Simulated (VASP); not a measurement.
A run of VASP 6.6.1 is set up as follows.

File INCAR:

```
ALGO = Normal
EDIFF = 1E-6
ENCUT = 520
GGA = CA
ISIF = 2
ISMEAR = 0
LASPH = T
LCHARG = F
LDAU = T
LDAUJ = 0 0
LDAUL = 2 -1
LDAUPRINT = 1
LDAUTYPE = 2
LDAUU = 6 0
LMAXMIX = 4
LNONCOLLINEAR = T
LORBIT = 11
LREAL = F
LWAVE = F
MAGMOM = -0.217 -0.098 -0.428 0 0 0 0 0 0
NELM = 60
PREC = Accurate
SIGMA = 0.05
```

Contents of KPOINTS:

```
k-points
0
Gamma
  5 5 5
```

File POSCAR:

```
TiBr2
1.0
    2.0716729200      1.1960809200      6.2634474900
   -2.0716729200      1.1960809200      6.2634474900
    0.0000000000     -2.3921618400      6.2634474900
Ti Br
1 2
Direct
    0.0000000000      0.0000000000      0.0000000000
    0.2520000000      0.2520000000      0.2520000000
    0.7480000000      0.7480000000      0.7480000000
```

Potentials or basis: VASP PAW LDA potentials, release 64 (Ti_sv, Br).

Launch:

```console
$ cat potpaw_LDA.64/Ti_sv/POTCAR potpaw_LDA.64/Br/POTCAR > POTCAR
$ mpirun -np 1 vasp_ncl > vasp.out
```

**Question.** Predict the pressure.

**Answer.** -4.5 GPa.

**Question.** Predict the largest force.

**Answer.** 0.579 eV/Å.

Forces in eV/Å, atoms in the order of the input:
```
Ti   0.000  0.000  0.000
Br   0.000  0.000  0.579
Br   0.000  0.000 -0.579
```

 The state reached can hang on the start; a lower one may exist.
